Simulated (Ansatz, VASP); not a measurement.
## Cross-check of CuRu2 (Ru-Cu-Ru stack, (111) layers) between VASP and Ansatz

Aim: how closely do two programs agree when they are given the same cell, functional and k mesh? Of the first pair: The structure shown is the start of the Ansatz relaxation below; VASP solves that cell, so the two are compared at the walk's first step.

Calculated with Ansatz 0.2.0; plane waves, with VASP 6.6.1 beside it; PBEsol.

## (1) The structure

The cell holds 3 atoms: 2 Ru and 1 Cu. Cell: a = 2.553 Å, b = 2.553 Å, c = 32.137 Å, α = 90.0°, β = 90.0°, γ = 120.0°. It derives from CuRu2. Vacuum lies along c. The height across the vacuum is the one that the program set for its solve, not the one typed.

As a file:

```cif
data_structure
_symmetry_space_group_name_H-M 'P 1'
_symmetry_Int_Tables_number 1
_cell_length_a 2.5527
_cell_length_b 2.5527
_cell_length_c 32.1369
_cell_angle_alpha 90.000
_cell_angle_beta 90.000
_cell_angle_gamma 120.000
_cell_volume 181.35
loop_
_atom_site_label
_atom_site_type_symbol
_atom_site_fract_x
_atom_site_fract_y
_atom_site_fract_z
_atom_site_occupancy
Ru1 Ru 0.00000 0.00000 0.17114 1
Ru2 Ru 0.66667 0.33333 0.30085 1
Cu3 Cu 0.33333 0.66667 0.23600 1
```

## (2) Ansatz: relaxation, PBEsol

Ansatz runs on its default PAW (the set named soft_2) files.

The two programs are compared at the cell with which this relaxation starts, whose forces are those of its first step.

input.yaml

```yaml
crystal:
  lattice:
    - [2.55266, 0.0, 0.0]
    - [-1.27633, 2.21066, 0.0]
    - [0.0, 0.0, 15.16847]
  atoms:
    - { symbol: Ru, position: [0.0, 0.0, 0.36259428] }
    - { symbol: Cu, position: [0.33333333, 0.66666667, 0.5] }
    - { symbol: Ru, position: [0.66666667, 0.33333333, 0.63740572] }
  periodic: [true, true, false]
kpoints:
  mp_grid: { grid: [15, 15, 1] }
hamiltonian:
  xc: pbesol
scf:
  occupations: { method: gaussian, width: 0.1 }
output:
  forces: true
  stress: true
  eigenvalues: true
  write_density: true
  write_potential: true
  elf: true
  volumetric_format: npy
relax:
  adjacent_minimum: "off"
  f_tol: 0.005
  max_steps: 80
  cell: { stress_2d_tol: 0.02 }
```

Run with:

```console
ansatz run input.yaml --threads 4 --pin off --max-ram 8192MiB --backend cpu --events-out ev --progress --plain --runs-dir out
```

Numbers of over 12 decimals in the logs are rounded to 6 here.

What it wrote:

```text
Warning: crystal.periodic: the lattice vector that does not repeat stood 0.000° off the slab's normal, 15.168 Å along it as the deck builds it. The run solves the slab on a vector along the normal, 32.137 Å long, with every atom where it was (on the deck's vector they left 11.00 Å outside them, and the widest stretch free of ions among them is 2.08 Å). A fractional position that the run reports is one of the run's ce [...]
crystal.periodic: the lattice vector that does not repeat stood 0.000° off the slab's normal, 15.168 Å along it as the deck builds it. The run solves the slab on a vector along the normal, 32.137 Å long, with every atom where it was (on the deck's vector they left 11.00 Å outside them, and the widest stretch free of ions among them is 2.08 Å). A fractional position that the run reports is one of the run's cell, which [...]
Engine: ansatz 0.2.0, aarch64-unknown-linux-gnu
Pseudopotentials: kind: paw
Pseudopotential: Ru, paw, valence charge 16, recommended cutoff 420 eV (normal), Ru.paw.azcp
Pseudopotential: Cu, paw, valence charge 19, recommended cutoff 420 eV (normal), Cu.paw.azcp
Functional definition: PBEsol
  exchange = pbesol_x
  correlation = pbesol_c
Crystal: 3 atoms, lattice volume = 181.351 Å³
Basis set: ecut = 420 eV, 3617 PW (Γ), exchange–correlation on 36×36×432 points (8 copies of the dense FFT grid, shifted against one another)
Bands: 31, of which v1, the nominal top of the filled ones, is band 26 counted from 1 (25 counted from 0)
Symmetry: 12 space group operations
Space group: P-3m1 (ITA 164), of the structure as read, at distance tolerance 5.7e-5 Å
k-points: 27 of 225
Non-local potential: Ru, projectors of the file, l = 0: 3, l = 1: 2, l = 2: 2, l = 3: 1
Non-local potential: Cu, projectors of the file, l = 0: 3, l = 1: 2, l = 2: 3, l = 3: 1
PAW form: soft (Blöchl's): semilocal exchange-correlation on the pseudo side does not see the compensation charge
PAW frozen core: Ru, regenerated for the run's functional, and the local potential with it (the file was generated under x = pbe(κ = 0.804, μ = 0.219515), c = pbe(β = 0.066725))
PAW frozen core: Cu, regenerated for the run's functional, and the local potential with it (the file was generated under x = pbe(κ = 0.804, μ = 0.219515), c = pbe(β = 0.066725))
PAW one-centre angular grid: Ru, 590 points (default); XC on 64 Gauss nodes
PAW one-centre angular grid: Cu, 590 points (default); XC on 64 Gauss nodes
Initial density: superposition of atomic densities (neutral atoms: chi_scale 0, normalization atom), corrected by the library's trained network
Initial wavefunctions: pseudopotential atomic-orbital guess
Functional: x = pbesol(κ = 0.804, μ = 0.123457), c = pbesol(β = 0.046)
SCF iter   1: F=—  HF=-18218.815585 eV  |F-HF|=—  |Δ(HF+E_count)|=         —  Δρ=9.88e-3  dr2=1.16e-1  ethr=1.77e-3  ⟨swp⟩=14.7  Hψ=6569  notcnv=0
[...]
SCF iter   2: F=—  HF=-18218.812995 eV  |F-HF|=—  |Δ(HF+E_count)|=   2.98e-5  Δρ=7.12e-5  dr2=6.42e-6  ethr=1.14e-7  ⟨swp⟩=3.6  Hψ=1578  notcnv=0
SCF iter   3: F=—  HF=-18218.813004 eV  |F-HF|=—  |Δ(HF+E_count)|=   8.55e-6  Δρ=6.29e-5  dr2=6.37e-6  ethr=1.26e-8  ⟨swp⟩=3.4  Hψ=1898  notcnv=0
SCF iter   4: F=—  HF=-18218.813004 eV  |F-HF|=—  |Δ(HF+E_count)|=   3.71e-7  Δρ=1.04e-5  dr2=1.27e-7  ethr=1.25e-8  ⟨swp⟩=2.9  Hψ=1523  notcnv=0
SCF iter   5: F=-18218.813005 eV  HF=-18218.813005 eV  |F-HF|=3.78e-7  |Δ(HF+E_count)|=   5.11e-7  Δρ=5.52e-6  dr2=4.66e-8  ethr=1.17e-10  ⟨swp⟩=21.8  Hψ=10286  notcnv=0
SCF 4 converged in 5 iterations: F = -18218.813005 eV  dr2 = 4.66e-8
relax step   4: F+E_penalty+E_count = -18218.81300529 eV  Δ(F+E_penalty+E_count) = -1.139e-4 eV  max|allowed force component| = 1.172e-3 eV/Å  Δτ_max = 0.0030 Å  P = -0.003 N/m  Ω = 182.265 Å³  energy of the carried Pulay correction = -8.595e-5 eV  fix = [c, alpha, beta]  reactions: c -0.000 N/m  (5 SCF iters, dr2 threshold 5.96e-8 eV, accepted)
Initial wavefunctions: pseudopotential atomic-orbital guess (no wavefunctions were taken with the density)
iter 1 solved again at ethr=4.98e-6 eV; its pass at ethr=3.10e-3 eV (dr2=2.54e-3 eV) is discarded
SCF iter   1: F=—  HF=-18218.812116 eV  |F-HF|=—  |Δ(HF+E_count)|=         —  Δρ=6.45e-5  dr2=2.93e-7  ethr=4.98e-6  ⟨swp⟩=4.7  Hψ=9326  notcnv=0
eigensolver tolerance schedule: the retry pair's looser diagonalisation over-reported the residual by 8663.68 of it (diagonalisation noise at an unbounded share of the residual, at the tolerance the schedule requests for it); recorded, not acted on — ethr = c·dr2/N_el stays at c = 1.0e-1
preconditioner: auto → LDOS  [metal: Δε(μ)=0.014 eV  Ē_g=5.857 eV  σ=0.100 eV  W_gap=0.08  n_scr=22 (ndim 8)  ℏωp=14.3 eV  f_vac=0.737  D(μ)=4.97/eV (n_scr^D=22)  β→1.0]
SCF iter   2: F=—  HF=-18218.813086 eV  |F-HF|=—  |Δ(HF+E_count)|=   9.70e-4  Δρ=1.14e-5  dr2=6.53e-7  ethr=5.75e-10  ⟨swp⟩=6.9  Hψ=3795  notcnv=0
SCF iter   3: F=—  HF=-18218.813086 eV  |F-HF|=—  |Δ(HF+E_count)|=   4.35e-8  Δρ=9.17e-6  dr2=1.03e-7  ethr=5.75e-10  ⟨swp⟩=3.5  Hψ=1939  notcnv=0
SCF iter   4: F=—  HF=-18218.813083 eV  |F-HF|=—  |Δ(HF+E_count)|=   2.77e-6  Δρ=4.67e-6  dr2=2.21e-8  ethr=2.02e-10  ⟨swp⟩=3.0  Hψ=1719  notcnv=0
SCF iter   5: F=—  HF=-18218.813085 eV  |F-HF|=—  |Δ(HF+E_count)|=   2.28e-6  Δρ=7.58e-7  dr2=9.20e-10  ethr=4.34e-11  ⟨swp⟩=3.1  Hψ=1562  notcnv=0
SCF iter   6: F=—  HF=-18218.813086 eV  |F-HF|=—  |Δ(HF+E_count)|=   5.16e-7  Δρ=2.98e-7  dr2=1.09e-10  ethr=1.80e-12  ⟨swp⟩=3.9  Hψ=1971  notcnv=0
SCF iter   7: F=—  HF=-18218.813086 eV  |F-HF|=—  |Δ(HF+E_count)|=   7.81e-8  Δρ=8.46e-8  dr2=8.02e-12  ethr=1.00e-12  ⟨swp⟩=2.3  Hψ=1133  notcnv=0
SCF iter   8: F=-18218.813086 eV  HF=-18218.813086 eV  |F-HF|=1.04e-9  |Δ(HF+E_count)|=   3.64e-9  Δρ=3.41e-8  dr2=1.11e-12  ethr=1.00e-12  ⟨swp⟩=16.0  Hψ=6924  notcnv=0
SCF 5 converged in 8 iterations: F = -18218.813086 eV  dr2 = 1.11e-12
relax step   5: F+E_penalty+E_count = -18218.81308602 eV  Δ(F+E_penalty+E_count) = -8.073e-5 eV  max|allowed force component| = 1.153e-3 eV/Å  Δτ_max = 0.0000 Å  P = -0.006 N/m  Ω = 182.265 Å³  fix = [c, alpha, beta]  reactions: c -0.000 N/m  stress off target by 6.31e-3 N/m on what of the cell is left free  SCF on the basis re-selected at this cell (its energy is not comparable with the rows above)  (8 SCF iters)
basis re-selected at this cell: Δ(F+E_penalty+E_count) = -8.073e-5 eV, ΔP = -0.003 N/m vs the last step (what re-selecting the basis moved, of the pressure what is left beyond the Pulay correction that the steps carried, after the strain that the cell walked since its last selection, with what the two solves' SCF thresholds leave and, on support functions, any second-order correction that the steps lacked; it is no m [...]
WARN: The output density's exchange-correlation potential varies sharply where the density is thin. Do not read a vacuum level from v_tot or v_xc, or from such a field of the output density. On a cell that repeats whose density bears no net charge and no dipole along the vacuum's axis use v_es (v_loc + v_h of the components); under efield.dipole_correction with no amplitude use v_es + v_field, which holds any externa [...]
SCF converged after 8 iterations
Free energy (F): -18218.813086 eV
Harris-Foulkes:  -18218.813086 eV  (|F-HF|=1.04e-9)
Internal energy: -18218.788231 eV  (E = F + TS)
E sigma→0 (E₀):  -18218.800659 eV
Entropy (-TS):   -0.024855 eV (-8.285 meV/atom)
Fermi energy:    -5.453695 eV
--- Per-component energies (eV) ---
  E_band       = -1809.101026
  E_kinetic    = 1328.812838
  E_local      = -257081.011693  (includes V_loc(G=0)·N_el)
  E_nonlocal   = 1081.484952
  E_hartree    = 127171.346975
  E_xc         = -466.426666
  E_vxc        = -590.657378  (∫ρ·V_xc dr)
  E_paw        = -8423.375708  (= ΣΔE_a)
  E_vpaw       = -890.423476  (= ΣTr[D̂ρ^β])
  E_aug_tail   = -0.000145  (compensation charges beyond the density's cutoff)
  E_ewald      = 118169.668422
  E_core_change = 0.712794  (= ΣΔE_core)
  E_smearing   = -0.024855  (= −TS)
  E_closure    = 0.000000  (closes the sum)
  Σ components = -18218.813086   (vs F -18218.813086, Δ=0.00e0)
--- Forces (eV/Å), atoms counted from 1 ---
  atom   1  Ru     0.00000000     0.00000000    -0.00115336
  atom   2  Cu     0.00000000    -0.00000000     0.00000000
  atom   3  Ru     0.00000000    -0.00000000     0.00115336
  max |Σ_I F_I| component: 5.05e-29 eV/Å
--- 2D stress c σ (N/m, compression-positive) ---
       -0.006314       0.000000       0.000000
        0.000000      -0.006314       0.000000
        0.000000       0.000000      -0.000000
  P = ½ c Tr σ = -0.0063 N/m
--- Band table (eV; the first three rows and the last of 27) ---
  k-point 0: bands = [... 22 lower, -7.6128, -7.2985, -7.2985, -6.2421, -5.0655, -4.6183, -4.6183, -4.4655, ... 1 higher]
  k-point 1: bands = [... 22 lower, -7.4517, -7.3548, -7.1870, -6.4181, -5.7540, -4.6590, -4.5063, -4.4624, ... 1 higher]
  k-point 2: bands = [... 22 lower, -7.3235, -6.9806, -6.8083, -6.7665, -6.5687, -4.7760, -4.6155, -4.0932, ... 1 higher]
  k-point 26: bands = [... 22 lower, -7.2314, -7.2314, -6.7475, -5.4821, -5.4821, -0.0365, -0.0365, 1.3089, ... 1 higher]
--- Relaxed structure (4 steps of the walk, 4 accepted, 1 SCFs on fresh bases) ---
  F+E_penalty+E_count = -18218.81308602 eV   max|allowed force component| = 1.153e-3 eV/Å   (the final SCF, on the basis selected at the relaxed cell)
  cell:  # Å, volume = 182.2649 Å³
    - [2.559080, 0.0, 0]
    - [-1.279540, 2.216229, 0]
    - [0, 0, 32.136938]
  atoms:
    - { symbol: Ru, position: [-2.53116630666921e-18, 0, 0.169574] }
    - { symbol: Cu, position: [0.333333, 0.666667, 0.235997] }
    - { symbol: Ru, position: [0.666667, 0.333333, 0.302421] }
```

## (3) VASP: single point, PBEsol, start cell, pair 1

The same cell, functional, mesh and smearing now go to VASP, with its own data sets.

Lines of VASP's logs that name or quote its potential files are left out, and so is its time.

INCAR

```
SYSTEM = CuRu2
PREC = Accurate
ENCUT = 520
EDIFF = 1E-06
NELM = 120
ISMEAR = 0
SIGMA = 0.1
LREAL = .FALSE.
ALGO = Normal
GGA = PS
NBANDS = 25
LASPH = .TRUE.
LORBIT = 11
LWAVE = .FALSE.
LCHARG = .FALSE.
ISIF = 2
LDIPOL = .TRUE.
IDIPOL = 3
DIPOL = 0.5 0.5 0.236
LVHAR = .TRUE.
GGA_COMPAT = .FALSE.
NELMDL = -8
```

POSCAR

```
CuRu2
1.0
    2.5526550000      0.0000000000      0.0000000000
   -1.2763280000      2.2106640000      0.0000000000
    0.0000000000      0.0000000000     32.1369380000
Ru Cu
2 1
Direct
    0.0000000000      0.0000000000      0.1711426272
    0.6666669278      0.3333333333      0.3008522467
    0.3333334639      0.6666666667      0.2359974370
```

KPOINTS

```
Automatic mesh
0
Gamma
15 15 1
0 0 0
```

The projector-augmented-wave data sets are Ru_pv and Cu (PBE family, release 64).

Run with:

```console
mpirun -np 1 vasp_std
```

What it wrote:

```text
[banner, memory and clock lines left out]
running    1 mpi-ranks, on    1 nodes
 distrk:  each k-point on    1 cores,    1 groups
 distr:  one band on    1 cores,    1 groups

 POSCAR found type information on POSCAR RuCu
 POSCAR found :  2 types and       3 ions
|                                                                             |
|               ----> ADVICE to this user running VASP <----                  |
|                                                                             |
|     You enforced a specific xc type in the INCAR file but a different       |
|     [... a line on the potential file left out ...]
|     I HOPE YOU KNOW WHAT YOU ARE DOING!                                     |
|                                                                             |

 LDA part: xc-table for (Slater+PW92), standard interpolation
 POSCAR, INCAR and KPOINTS ok, starting setup
 FFT: planning ... GRIDC
 FFT: planning ... GRID_SOFT
 FFT: planning ... GRID
 WAVECAR not read
 entering main loop
       N       E                     dE             d eps       ncg     rms          rms(c)
DAV:   1     0.337227014755E+03    0.33723E+03   -0.21007E+04  1782   0.141E+03
DAV:   2    -0.815407861865E+01   -0.34538E+03   -0.33554E+03  1544   0.387E+02
DAV:   3    -0.242040660114E+02   -0.16050E+02   -0.15124E+02  1762   0.954E+01
DAV:   4    -0.248744189045E+02   -0.67035E+00   -0.65967E+00  1698   0.180E+01
DAV:   5    -0.249008931683E+02   -0.26474E-01   -0.26362E-01  2095   0.340E+00
DAV:   6    -0.249015058999E+02   -0.61273E-03   -0.61241E-03  1763   0.429E-01
DAV:   7    -0.249015374726E+02   -0.31573E-04   -0.31573E-04  2276   0.803E-02
DAV:   8    -0.249015380055E+02   -0.53290E-06   -0.53290E-06  1402   0.838E-03    0.235E+01
DAV:   9    -0.307424931217E+02   -0.58410E+01   -0.11864E+02  1687   0.265E+02    0.181E+01
DAV:  10    -0.216169947982E+02    0.91255E+01   -0.31790E+01  1681   0.980E+01    0.262E+00
DAV:  11    -0.217105169833E+02   -0.93522E-01   -0.14939E+00  1973   0.179E+01    0.230E+00
DAV:  12    -0.216813359408E+02    0.29181E-01   -0.49695E-01  1811   0.228E+01    0.142E+00
DAV:  13    -0.216540450464E+02    0.27291E-01   -0.14738E-01  1737   0.130E+01    0.466E-01
DAV:  14    -0.216513275977E+02    0.27174E-02   -0.18233E-02  1840   0.421E+00    0.175E-01
[...]
DAV:  21    -0.216514386989E+02   -0.57592E-04   -0.54599E-06  1127   0.462E-02    0.104E-03
DAV:  22    -0.216514505230E+02   -0.11824E-04   -0.57948E-07  1089   0.799E-03    0.186E-03
DAV:  23    -0.216514601955E+02   -0.96726E-05   -0.57722E-07   927   0.128E-02    0.387E-04
DAV:  24    -0.216514625379E+02   -0.23423E-05   -0.81372E-08   857   0.219E-03    0.388E-04
DAV:  25    -0.216514656917E+02   -0.31539E-05   -0.14530E-07   861   0.608E-03    0.538E-04
DAV:  26    -0.216514670930E+02   -0.14013E-05   -0.45477E-08   885   0.142E-03    0.384E-04
DAV:  27    -0.216514680935E+02   -0.10005E-05   -0.34433E-08   836   0.412E-03    0.307E-04
DAV:  28    -0.216514684062E+02   -0.31276E-06   -0.10499E-08   704   0.736E-04
   1 F= -.21651468E+02 E0= -.21639969E+02  d E =-.229989E-01
```

From OUTCAR (step 3):

```text
ion  position               nearest neighbor table
   1  0.000  0.000  0.171-   3 2.55   3 2.55   3 2.55
   2  0.667  0.333  0.301-   3 2.55   3 2.55   3 2.55
   3  0.333  0.667  0.236-   2 2.55   1 2.55   2 2.55   1 2.55   2 2.55   1 2.55

  LATTYP: Found a hexagonal cell.
 ALAT       =     2.5526550000
 C/A-ratio  =    12.5896127757

 Subroutine GETGRP returns: Found 12 space group operations
 (whereof  6 operations were pure point group operations)

The static configuration has the point symmetry C_3v.
 The point group associated with its full space group is D_3d.

 Found     27 irreducible k-points:

   k-points           NKPTS =     27   k-points in BZ     NKDIM =     27   number of bands    NBANDS=     25

   dimension x,y,z NGX =    20 NGY =   20 NGZ =  240
   dimension x,y,z NGXF=    40 NGYF=   40 NGZF=  480

   ENCUT  =  520.0 eV  38.22 Ry    6.18 a.u.   4.75  4.75 59.75*2*pi/ulx,y,z

   NELECT =      39.0000    total number of electrons

 k-points in reciprocal lattice and weights: Automatic mesh
   0.00000000  0.00000000  0.00000000       0.004
   0.06666667  0.00000000  0.00000000       0.027
   0.13333333  0.00000000  0.00000000       0.027
   0.20000000  0.00000000  0.00000000       0.027
   0.26666667  0.00000000  0.00000000       0.027
   0.33333333  0.00000000  0.00000000       0.027
   0.40000000  0.00000000  0.00000000       0.027
   0.46666667  0.00000000  0.00000000       0.027
   0.06666667  0.06666667  0.00000000       0.027
[...]
0.33333333  0.26666667  0.00000000       0.053
   0.33333333  0.33333333  0.00000000       0.009

 dipolmoment           0.000000      0.000000      0.000001 electrons x Angstroem

 average (electrostatic) potential at core
       1 -81.4447       2 -81.4447       3 -73.3214

 E-fermi :  -1.8577

 k-point     1 :       0.0000    0.0000    0.0000
  band No.  band energies     occupation
    ...
     16      -4.0504      2.00000
     17      -4.0504      2.00000
     18      -3.7197      2.00000
     19      -3.7197      2.00000
     20      -2.6421      2.00000
     21      -1.4018      0.00000
     22      -1.0372      0.00000
     23      -1.0372      0.00000
     24      -0.8525      0.00000
     25      -0.8525      0.00000

 k-point     2 :       0.0667    0.0000    0.0000
  band No.  band energies     occupation
    ...
     17      -3.8878      2.00000
     18      -3.7842      2.00000
     19      -3.6030      2.00000
     20      -2.8315      2.00000
     21      -2.1365      1.99992
     22      -1.0778      0.00000
     23      -0.8936      0.00000
     24      -0.8581      0.00000
     25      -0.0724      0.00000

 k-point     3 :       0.1333    0.0000    0.0000
  band No.  band energies     occupation
    ...
     17      -3.7653      2.00000
     18      -3.4122      2.00000
     19      -3.2176      2.00000
     20      -3.1932      2.00000
     21      -2.9790      2.00000
     22      -1.1953      0.00000
     23      -1.0032      0.00000
     24      -0.4474      0.00000
     25       0.9520      0.00000

  Total        1.1321176      1.1321176      1.7930280     -0.0000003     -0.0000000     -0.0000000
  in kB       10.0019063     10.0019056     15.8408436     -0.0000023     -0.0000000     -0.0000000
  external PRESSURE =      11.9482185 kB  Pullay stress =       0.0000000 kB

  energy-cutoff  :      520.00
  volume of cell :      181.35
      direct lattice vectors                 reciprocal lattice vectors
     2.552655000  0.000000000  0.000000000     0.391748983  0.226176477  0.000000000
    -1.276328000  2.210664000  0.000000000     0.000000000  0.452352777  0.000000000
     0.000000000  0.000000000 32.136938000     0.000000000  0.000000000  0.031116841

 POSITION                                       TOTAL-FORCE (eV/Angst)
 -----------------------------------------------------------------------------------
      0.00000      0.00000      5.50000         0.000000      0.000000     -0.439472
      1.27633      0.73689      9.66847        -0.000000      0.000000      0.439472
     -0.00000      1.47378      7.58424         0.000000      0.000000      0.000000
 -----------------------------------------------------------------------------------
    total drift:                               -0.000594     -0.000001      0.000208

  FREE ENERGIE OF THE ION-ELECTRON SYSTEM (eV)
  ---------------------------------------------------
  free  energy   TOTEN  =       -21.6514684062 eV

  energy  without entropy=      -21.6284695528  energy(sigma->0) =      -21.63996898

 vacuum level on the upper side and lower side of the slab         3.582         3.582

 total charge
# of ion       s       p       d       tot
------------------------------------------
    1        0.421   6.257   6.013  12.691
    2        0.421   6.257   6.013  12.691
    3        0.487   0.512   9.131  10.130
--------------------------------------------------
tot          1.330  13.025  21.157  35.512

[... 3 further parts left out ...]
```

The run ends at a pressure of 1.19 GPa, with forces up to 0.44 eV/Å.

## (4) Differences

Known differences besides the potentials themselves: Ansatz cuts the interaction across the vacuum, VASP repeats the sheet with a dipole correction (LDIPOL); the data sets hold 51 valence electrons in Ansatz (on its default PAW (the set named soft_2) files) and 39 in VASP; the cutoff is 420 eV in Ansatz and 520 eV in VASP; Ansatz makes its cores anew for this functional, VASP keeps those of its PBE data sets. Total energies have different zeros and are not compared.

Forces (eV/Å; atoms numbered as in POSCAR):

```tsv
atom	Ansatz x, y, z	VASP x, y, z
Ru1	0.000, 0.000, -0.409	0.000, 0.000, -0.439
Ru2	0.000, 0.000, 0.409	0.000, 0.000, 0.439
Cu3	0.000, 0.000, 0.000	0.000, 0.000, 0.000
```

The forces differ by 14 meV/Å r.m.s., which is 7.0 % of the r.m.s. force of 0.207 eV/Å (both taken over all components). Where the cell holds vacuum, a pressure given here is an average over it and none of the material.

## (5) Ansatz: relaxation, PBEsol

This run makes the geometry at which the two programs are then compared.

The structure compared here is the end of the Ansatz relaxation.

This is the run of step 2 again, met here at its other cell.

[end of part 1 of 2]

[Lines on the potential files, build, host, timing and source positions are cut from VASP's logs without a mark.]

[Logs are printed without paths, hosts, clocks, repeated set-up lines and the standing remarks that a program may print on its own settings, such as how far it seeks lower states.]

[Hosts, paths, dates, database ids (printed as entryN), source tags and the programs' standing remarks are cut or masked in the printed files.]
